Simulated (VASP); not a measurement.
Input:

```xyz
1
Lattice="0.0493 2.4642 2.4642 2.4642 0.0493 2.4642 2.5135 2.5135 0.0000" Properties=species:S:1:pos:R:3 pbc="T T T"
Pb     0.0000     0.0000     0.0000
```

These are PBEsol GGA, VASP's PBE PAW potentials (set 64) (plane waves; VASP 6.6.1) values and carry that method's errors. Settings: 480 eV cut-off, 12×12×12 Γ-centred mesh, first-order Methfessel-Paxton smearing of 0.10 eV, potentials Pb_d.

Unless said otherwise, spin-orbit coupling is left out, though it shifts the bands of the heavy elements here.

Question: Predict the energy per atom (σ→0), band gap (on the k-mesh) with the smallest direct gap where there is one.

Answer: 
```yaml
band gap (on the k-mesh): none (metal, semimetal or under 0.01 eV)
energy per atom (σ→0): -3985 meV/atom
```

The compound is Pb in the fcc structure. This cell was strained or had an atom moved on purpose.
